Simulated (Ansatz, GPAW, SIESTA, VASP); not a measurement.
# Code comparison for ScGe2 (Cmcm, 6 atoms in the cell)

Self-consistent single point.

```xyz
6
Lattice="1.9289 -7.5461 0.0000 1.9289 7.5461 0.0000 0.0000 0.0000 3.7918" Properties=species:S:1:pos:R:3 pbc="T T T"
Sc     1.9289    -5.9894     2.8439
Sc     1.9289     5.9894     0.9480
Ge     1.9289    -0.8367     2.8439
Ge     1.9289     0.8367     0.9480
Ge     1.9289     3.7411     2.8439
Ge     1.9289    -3.7411     0.9480
```

Shared settings, as Ansatz (a quantum-chemistry and plane-wave program) writes them: kpoints.mp_grid.grid = 4 4 4; scf.occupations.method = gaussian; scf.occupations.width = 0.136 eV. Potentials and cutoffs stand in the table.

```csv
code,model,pressure (GPa),largest force (eV/Å),cutoff
SIESTA,"GGA PBEsol, numerical atomic orbitals DZP, PseudoDojo PBEsol standard norm-conserving potentials (rewritten from UPF to PSML)",-0.92,0.728,grid 350 Ry
GPAW,"PBEsol, GPAW PAW datasets PBEsol (made by gpaw-setup)",-2.02,0.320,850 eV
Ansatz,"PBEsol, PAW files made with PBE",-2.11,0.259,420 eV
VASP,"PBEsol, VASP's PBE PAW potentials (set 64)",-3.30,0.260,300 eV
```

Size of the force on each atom (eV/Å): Sizes of forces hide their directions.

```csv
code,Sc1,Sc2,Ge3,Ge4,Ge5,Ge6
SIESTA,0.024,0.024,0.728,0.728,0.049,0.049
GPAW,0.033,0.033,0.320,0.320,0.036,0.036
Ansatz,0.038,0.038,0.259,0.259,0.040,0.040
VASP,0.036,0.036,0.260,0.260,0.040,0.040
```

The spread over the programs that give each value: pressure within 2.38 GPa; largest force within 0.469 eV/Å.

SIESTA uses small atom-centred bases, whose incompleteness enters pressures, forces and empty levels differently from a plane-wave cutoff. Ansatz's pressure is given at a fixed set of plane waves, as the other plane-wave codes print theirs. In the pressure, SIESTA (by 1.19) and VASP (by 1.18) lie more than 1 GPa from the median of the plane-wave programs. In the force vectors, SIESTA (by 0.468) lies more than 0.08 eV/Å from the median of the plane-wave programs.

The shared mesh is coarse (it stands for a supercell whose shortest vector is 15 Å), so the values are not converged in it.

VASP's run is marked for a possible Pulay error in its stress at this cutoff; no cutoff test was made.

The starting cell comes from a database of computed structures (which also holds hypothetical and non-ambient phases and stackings), without a prior relaxation at this level.

Left out of this page: CP2K and Elk (not drawn, or without a comparable value); FLEUR (with a known weakness of the program).

Keys are those of Ansatz 0.2.
